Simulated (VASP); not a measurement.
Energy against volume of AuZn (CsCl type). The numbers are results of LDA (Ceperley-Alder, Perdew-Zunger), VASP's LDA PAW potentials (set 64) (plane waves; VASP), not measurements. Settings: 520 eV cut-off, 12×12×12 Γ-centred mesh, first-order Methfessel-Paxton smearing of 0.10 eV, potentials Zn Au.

| V (Å³/atom) | E (eV/atom) |
|---|---|
| 14.452 | -3.37320 |
| 14.899 | -3.38057 |
| 15.346 | -3.37462 |
| 15.793 | -3.35767 |

**Question.** Fit these four points and predict the energy of the run at 14.005 Å³/atom.

**Answer.** A cubic in V^(−2/3), the third-order Birch-Murnaghan form, passes through the four points with V0 = 14.91 Å³/atom and B0 = 158 GPa, and gives -3.3497 eV/atom there. The run gave -3.3497 eV/atom, -0.0 meV/atom from the fit; all five points give B0 = 158 GPa.

The compound is AuZn in the CsCl type structure. It was relaxed first.
